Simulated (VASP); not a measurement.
Data:

```
CELL_PARAMETERS angstrom
      0.00000     2.91982     2.91982
      2.91982     0.00000     2.91982
      2.91982     2.91982     0.00000
ATOMIC_POSITIONS crystal
  Li 0.25000 0.25000 0.25000
  Li 0.75000 0.75000 0.75000
  Se 0.00000 0.00000 0.00000
```

These are revTPSS meta-GGA, VASP's PBE PAW potentials (set 64) (plane waves; VASP) values and carry that method's errors. Settings: 520 eV cut-off, 7×7×7 Γ-centred mesh, Gaussian smearing of 0.050 eV, potentials Li_sv Se.

Question: Predict the energy per atom (σ→0), pressure.

Answer: 
The energy per atom (σ→0) is -1777 meV/atom. The pressure is 2.40 GPa.

Only differences to runs with the same potentials and settings are physical.

The compound is Li2Se in the antifluorite structure. This cell is one point of a volume scan, at 0.94 of the reference volume.
